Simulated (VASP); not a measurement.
# Nb5As4Pd4: single point with PBE

Crystal: Nb5As4Pd4.

```
As Nb Pd
1.0
     5.39370   -0.98130   -4.60313
     1.06004    5.83270    1.43370
     1.67588    0.40551    5.80728
As Nb Pd
4 5 4
Direct
  0.73828 0.11953 0.38303
  0.28231 0.45948 0.62589
  0.61691 0.26300 0.61008
  0.38918 0.04764 0.34572
  0.48523 0.85821 0.08639
  0.91291 0.34472 0.08774
  0.15720 0.93436 0.59403
  0.62004 0.68121 0.62937
  0.86524 0.59801 0.40152
  0.04755 0.20878 0.78731
  0.29276 0.44587 0.05988
  0.80582 0.92862 0.95783
  0.15019 0.72561 0.18826
```

The cell was built by a generator and needn't be a form met in nature.

```yaml
Program: VASP 6.6.1
Task: single point
Functional: PBE
Potentials_or_basis: VASP PAW PBE potentials, release 64 (As, Nb_sv, Pd)
Cutoff: 520 eV
k_mesh: 2 × 3 × 3
Occupations: fermi-dirac, width 0.1 eV
Spin: no spin polarisation
```

```yaml
Pressure: 11.4 GPa
Largest_force: 4.941 eV/Å
Band_gap_on_the_k_mesh: none (metal or under the smearing width)
```

Forces in eV/Å, atoms in the order of the input:
```
As   3.024 -1.475 -3.618
As  -0.223  0.436  0.397
As   1.878  2.499  2.764
As  -4.438  0.134  1.285
Nb  -0.110  0.704 -0.932
Nb   0.102  0.848 -0.334
Nb  -0.407 -1.451  0.102
Nb   0.270 -0.531  0.162
Nb  -0.726 -0.479  0.931
Pd  -0.231 -1.153 -0.980
Pd   0.897  1.189 -0.658
Pd  -0.306 -0.790  1.063
Pd   0.269  0.069 -0.182
```

Stress tensor (GPa, compression positive):
```
13.53  3.21 -4.12
 3.21  7.20  2.14
-4.12  2.14 13.38
```

Levels at points of the mesh, in eV from the Fermi level:
```csv
k point,band 60,band 61,band 62,band 63,band 64,band 65
"(0.00, 0.00, 0.00)",-0.63,-0.51,-0.22,-0.07,0.08,0.19
"(0.50, 0.00, 0.00)",-0.51,-0.45,-0.35,-0.17,0.05,0.45
```

It took 7 min on 1 thread of Intel(R) Xeon(R) 6975P-C (Granite Rapids) (shared host), peak memory 0.44 GiB.

Caveat: the k mesh is coarse (spacing up to 0.48 Å⁻¹), so the values aren't converged.
